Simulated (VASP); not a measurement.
Given:

```
CELL_PARAMETERS angstrom
     -2.43592     2.43592     2.43592
      2.43592    -2.43592     2.43592
      2.43592     2.43592    -2.43592
ATOMIC_POSITIONS crystal
  Ba 0.00000 0.00000 0.00000
```

The numbers are results of AM05 GGA, VASP's PBE PAW potentials (set 64) (plane waves; VASP), not measurements. Settings: 520 eV cut-off, 10×10×10 Γ-centred mesh, first-order Methfessel-Paxton smearing of 0.10 eV, potentials Ba_sv.

Unless said otherwise, spin-orbit coupling is left out, though it shifts the bands of the heavy elements here.

Question: Predict the energy per atom (σ→0), band gap (on the k-mesh) with the smallest direct gap where there is one.

Answer: 
```
Property                                                    Result
------------------------  ----------------------------------------
band gap (on the k-mesh)  none (metal, semimetal or under 0.01 eV)
energy per atom (σ→0)                               -1.938 eV/atom
```

The absolute energy has meaning only against runs of the same code, potentials and settings.

The compound is Ba in the bcc structure. This cell is one point of a volume scan, at 0.94 of the reference volume.
